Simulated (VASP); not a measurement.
A VASP calculation is set up with these files.

POSCAR:
```
ZrC
1
    0.0000000000     2.3500000000     2.3500000000
    2.3500000000     0.0000000000     2.3500000000
    2.3500000000     2.3500000000     0.0000000000
Zr C
1 1
Direct
  0.0000000000   0.0000000000   0.0000000000
  0.5000000000   0.5000000000   0.5000000000
```

### INCAR
```
SYSTEM = ZrC
PREC = Accurate
ENCUT = 520
EDIFF = 1E-6
NELM = 100
ALGO = Normal
LREAL = .FALSE.
LASPH = .TRUE.
ISMEAR = 1
SIGMA = 0.1
GGA = PE
LMAXMIX = 4
LWAVE = .FALSE.
LCHARG = .FALSE.
ISIF = 2
LEPSILON = .TRUE.
```

### KPOINTS
```
Automatic mesh
0
Gamma
10 10 10
0 0 0
```

POTCAR, in this order: Zr_sv C (PBE.64 set). Program: vasp_std.

**Question.** Does this input run properly? What does VASP do?

**Answer.** There is a fault: LEPSILON was set for a metal. The run ends without an error. Against the sound run, the energy per atom (σ→0) is nearly the same; the pressure hardly moves.

standard output:
```
...
RMM:  17    -0.371560911938E+01    0.42560E-05   -0.15305E-03  2951   0.112E-03    0.372E-04
RMM:  18    -0.371560291932E+01    0.62001E-05   -0.11574E-03  3485   0.117E-03    0.614E-05
RMM:  19    -0.371560286161E+01    0.57708E-07   -0.86428E-04  2100   0.808E-04    0.304E-05
RMM:  20    -0.371560301879E+01   -0.15718E-06   -0.67741E-04  1966   0.759E-04    0.345E-05
RMM:  21    -0.371560272128E+01    0.29751E-06   -0.50174E-04  1851   0.725E-04    0.350E-05
RMM:  22    -0.371560288241E+01   -0.16113E-06   -0.39532E-04  1754   0.696E-04    0.300E-05
 change of polarisation eV/A/(eV/A) component  1 :     7.351     5.651     0.209
 dielectric tensor                  component  1 :    52.249    39.394     1.460
 Linear response to external field, progress :
  Direction:   2
       N       E                     dE             d eps       ncg     rms          rms(c)
RMM:   1    -0.202308428836E+01   -0.20231E+01   -0.14696E+01  5219   0.566E+00
RMM:   2    -0.363843616240E+01   -0.16154E+01    0.62095E-02  4807   0.139E+00    0.934E-01
RMM:   3    -0.367450126999E+01   -0.36065E-01   -0.10286E-01  4521   0.109E+00    0.550E-01
RMM:   4    -0.370367620013E+01   -0.29175E-01   -0.27547E-02  4560   0.885E-01    0.148E-01
RMM:   5    -0.371378650902E+01   -0.10110E-01   -0.96000E-03  5362   0.354E-01    0.302E-02
RMM:   6    -0.371490729122E+01   -0.11208E-02    0.92975E-04  5539   0.151E-01    0.171E-02
RMM:   7    -0.371551086093E+01   -0.60357E-03   -0.54993E-03  5574   0.708E-02    0.410E-03
RMM:   8    -0.371545308545E+01    0.57775E-04   -0.33886E-03  5590   0.349E-02    0.388E-03
RMM:   9    -0.371550935483E+01   -0.56269E-04   -0.20546E-03  5478   0.195E-02    0.149E-03
RMM:  10    -0.371557521921E+01   -0.65864E-04   -0.15908E-03  5491   0.123E-02    0.171E-03
RMM:  11    -0.371553921136E+01    0.36008E-04   -0.90748E-04  5339   0.722E-03    0.115E-03
RMM:  12    -0.371556151208E+01   -0.22301E-04   -0.65641E-04  5055   0.433E-03    0.336E-04
RMM:  13    -0.371557538262E+01   -0.13871E-04   -0.39762E-04  4844   0.270E-03    0.224E-04
RMM:  14    -0.371556932428E+01    0.60583E-05   -0.22917E-04  3691   0.171E-03    0.180E-04
RMM:  15    -0.371557593771E+01   -0.66134E-05   -0.17012E-04  3118   0.128E-03    0.796E-05
RMM:  16    -0.371557593790E+01   -0.19149E-09   -0.98079E-05  2766   0.104E-03    0.454E-05
RMM:  17    -0.371557510307E+01    0.83483E-06   -0.78592E-05  2551   0.940E-04    0.414E-05
RMM:  18    -0.371557609117E+01   -0.98810E-06   -0.46366E-05  2339   0.859E-04    0.153E-05
RMM:  19    -0.371557717420E+01   -0.10830E-05   -0.36264E-05  2216   0.815E-04    0.968E-06
 change of polarisation eV/A/(eV/A) component  2 :     5.551     7.351    -0.165
 dielectric tensor                  component  2 :    38.697    52.249    -1.150
 Linear response to external field, progress :
  Direction:   3
       N       E                     dE             d eps       ncg     rms          rms(c)
RMM:   1    -0.202207572357E+01   -0.20221E+01   -0.14686E+01  5215   0.566E+00
RMM:   2    -0.363869381508E+01   -0.16166E+01    0.63635E-02  4805   0.139E+00    0.934E-01
RMM:   3    -0.367451430085E+01   -0.35820E-01   -0.10180E-01  4513   0.109E+00    0.550E-01
RMM:   4    -0.370365752529E+01   -0.29143E-01   -0.27706E-02  4562   0.885E-01    0.148E-01
RMM:   5    -0.371374997427E+01   -0.10092E-01   -0.95773E-03  5357   0.354E-01    0.306E-02
RMM:   6    -0.371490347614E+01   -0.11535E-02   -0.90490E-03  5534   0.151E-01    0.173E-02
RMM:   7    -0.371553931113E+01   -0.63583E-03   -0.11345E-02  5494   0.722E-02    0.455E-03
RMM:   8    -0.371545507376E+01    0.84237E-04   -0.54514E-03  5562   0.363E-02    0.411E-03
RMM:   9    -0.371551483777E+01   -0.59764E-04   -0.42359E-03  5555   0.199E-02    0.168E-03
RMM:  10    -0.371557878838E+01   -0.63951E-04   -0.21087E-03  5457   0.127E-02    0.190E-03
RMM:  11    -0.371554653738E+01    0.32251E-04   -0.12197E-03  5406   0.725E-03    0.109E-03
RMM:  12    -0.371555394974E+01   -0.74124E-05   -0.73839E-04  4803   0.396E-03    0.890E-04
RMM:  13    -0.371555408295E+01   -0.13321E-06   -0.18809E-04  4027   0.219E-03    0.117E-03
RMM:  14    -0.371555179482E+01    0.22881E-05   -0.24416E-04  3515   0.150E-03    0.116E-03
RMM:  15    -0.371556684205E+01   -0.15047E-04   -0.12451E-04  4130   0.154E-03    0.495E-04
RMM:  16    -0.371556758113E+01   -0.73908E-06   -0.87166E-05  2604   0.961E-04    0.471E-04
RMM:  17    -0.371556874710E+01   -0.11660E-05   -0.46430E-05  2420   0.890E-04    0.446E-04
RMM:  18    -0.371557627306E+01   -0.75260E-05   -0.32095E-05  3115   0.978E-04    0.146E-04
RMM:  19    -0.371557836912E+01   -0.20961E-05   -0.18499E-05  2392   0.868E-04    0.383E-05
RMM:  20    -0.371557793130E+01    0.43781E-06   -0.11236E-05  1914   0.778E-04    0.494E-05
RMM:  21    -0.371557924655E+01   -0.13153E-05   -0.52397E-07  1991   0.798E-04    0.242E-05
RMM:  22    -0.371557873748E+01    0.50908E-06   -0.12679E-06  1751   0.761E-04    0.420E-06
 change of polarisation eV/A/(eV/A) component  3 :     0.104     5.280     7.351
 dielectric tensor                  component  3 :     0.725    36.811    52.249
 Born effective charges drift removed
```

File OUTCAR:
```
------------------------ aborting loop because EDIFF is reached ----------------------------------------

 HEAD OF MICROSCOPIC STATIC DIELECTRIC TENSOR (INDEPENDENT PARTICLE, excluding Hartree and local field effects)
 ------------------------------------------------------
          52.336643    -0.000000     0.000000
          -0.000000    52.336643     0.000000
          -0.000000    -0.000000    52.336643
 ------------------------------------------------------

 MACROSCOPIC STATIC DIELECTRIC TENSOR (including local field effects in DFT)
 ------------------------------------------------------
          52.249088     0.000000    -0.000000
           0.000000    52.249088    -0.000000
           0.000000     0.000000    52.249088
 ------------------------------------------------------

 PIEZOELECTRIC TENSOR (including local field effects)  for field in x, y, z        (e  Angst)
          XX          YY          ZZ          XY          YZ          ZX
  --------------------------------------------------------------------------------
  x     0.00000     0.00000     0.00000     0.00000     0.00000     0.00000
  y     0.00000     0.00000     0.00000     0.00000     0.00000     0.00000
  z     0.00000     0.00000     0.00000     0.00000     0.00000     0.00000

 PIEZOELECTRIC TENSOR (including local field effects)  for field in x, y, z        (C/m^2)
          XX          YY          ZZ          XY          YZ          ZX
  --------------------------------------------------------------------------------
  x     0.00000     0.00000     0.00000     0.00000     0.00000     0.00000
  y     0.00000     0.00000     0.00000     0.00000     0.00000     0.00000
  z     0.00000     0.00000     0.00000     0.00000     0.00000     0.00000

 BORN EFFECTIVE CHARGES (including local field effects) (in |e|, cummulative output)
 ---------------------------------------------------------------------------------
 ion    1
    1     2.82825     0.00000     0.00000
    2    -0.00000     2.82825     0.00000
    3     0.00000     0.00000     2.82825
 ion    2
    1    -2.82825    -0.00000     0.00000
    2     0.00000    -2.82825     0.00000
    3     0.00000     0.00000    -2.82825
```
(Selected blocks of OUTCAR.)

To mend it, drop LEPSILON, since a metal has no finite static dielectric tensor or Born charges. The plain static run on this cell (PBE GGA, plane waves, VASP's PBE PAW potentials (set 64)) converges, and its OSZICAR ends with
```
   1 F= -.19458802E+02 E0= -.19458917E+02  d E =0.346387E-03
```

The compound is ZrC in the rock salt structure. The cell was not relaxed at this level.
